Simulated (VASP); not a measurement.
```yaml
crystal:
  lattice:
    - [0.00000, 2.40500, 2.40500]
    - [2.40500, 0.00000, 2.40500]
    - [2.40500, 2.40500, 0.00000]
  atoms:
    - { symbol: Ca, position: [0.00000, 0.00000, 0.00000] }
    - { symbol: O, position: [0.50000, 0.50000, 0.50000] }
```

These are PBE GGA, VASP's PBE PAW potentials (set 64) (plane waves; VASP) values and carry that method's errors. Numerical set-up: 520 eV cut-off, 13×13×13 Γ-centred mesh, Gaussian smearing of 0.050 eV, potentials Ca_sv O.

Q: Estimate the energy per atom (σ→0), pressure.

A: 
```json
{
  "energy per atom (σ→0)": "-6.401 eV/atom",
  "pressure": "1.98 GPa"
}
```

Total energies compare only between runs with the same potentials, cut-off and functional.

The compound is CaO in the rock salt structure. The cell was not relaxed at this level. The run is one of a series of settings (KPOINTS 13×13×13 Γ-centred mesh against the base run), some of them coarse on purpose.
